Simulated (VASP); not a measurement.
## AlN: single point with PBE

**The experiment to reproduce.**

From “Structural and optical properties of self-assembled AlN nanowires grown on SiO2/Si substrates by molecular beam epitaxy”, 2024, arxiv:2402.00216, for a bulk crystal of AlN at 0 K: band gap 6.0343 eV (an exciton energy, a little under the gap).

Crystal: AlN.

```
CELL_PARAMETERS angstrom
3.11300 0.00000 0.00000
-1.55650 2.69594 0.00000
0.00000 0.00000 4.98100
ATOMIC_POSITIONS crystal
Al 0.33333 0.66667 0.00000
Al 0.66667 0.33333 0.50000
N 0.33333 0.66667 0.38000
N 0.66667 0.33333 0.88000
```

| Quantity | Value |
| --- | --- |
| Program | VASP 6.6.1 |
| Task | single point |
| Functional | PBE |
| Potentials or basis | VASP PAW PBE potentials, release 64 (Al, N) |
| Cutoff | 520 eV |
| k mesh | 7 × 7 × 4 |
| Occupations | gaussian, width 0.01 eV |
| Spin | no spin polarisation |
| Dipole correction | no |
| Further INCAR settings | ALGO = Normal; EDIFF = 1e-06; NBANDS = 16 |

```yaml
Pressure: 3.5 GPa
Largest_force: 0.129 eV/Å
Band_gap_on_the_k_mesh: 4.22 eV, direct
```

Forces in eV/Å, atoms in the order of the input:
```
Al   0.000  0.000 -0.129
Al   0.000  0.000 -0.129
N    0.000  0.000  0.129
N    0.000  0.000  0.129
```

Stress tensor (GPa, compression positive):
```
2.92 0.00 0.00
0.00 2.92 0.00
0.00 0.00 4.56
```

Levels at points of the mesh, in eV from the valence-band top:
| k point | band 6 | band 7 | band 8 | band 9 | band 10 | band 11 |
| --- | --- | --- | --- | --- | --- | --- |
| (0.00, 0.00, 0.00) | -0.18 | -0.18 | 0.00 | 4.22 | 6.66 | 10.61 |
| (0.00, 0.00, 0.50) | -0.52 | -0.52 | -0.52 | 6.47 | 6.47 | 10.34 |

Wall time 8.8 s on 1 thread of Intel(R) Xeon(R) Platinum 8488C (Sapphire Rapids) (shared host), peak memory 0.15 GiB.

Against the measured gap of AlN, 6.0343 eV (an exciton energy, a little under the gap; 0 K; quoted in “Structural and optical properties of self-assembled AlN nanowires grown on SiO2/Si substrates by molecular beam epitaxy”, 2024, arxiv:2402.00216), the calculated 4.22 eV is off by -1.81 eV. 2 values of this kind are on record (6.034 to 6.0343 eV); this one was drawn at random. The value is that of PBE, without temperature or zero-point motion. Semilocal functionals fall short of measured gaps as a rule.
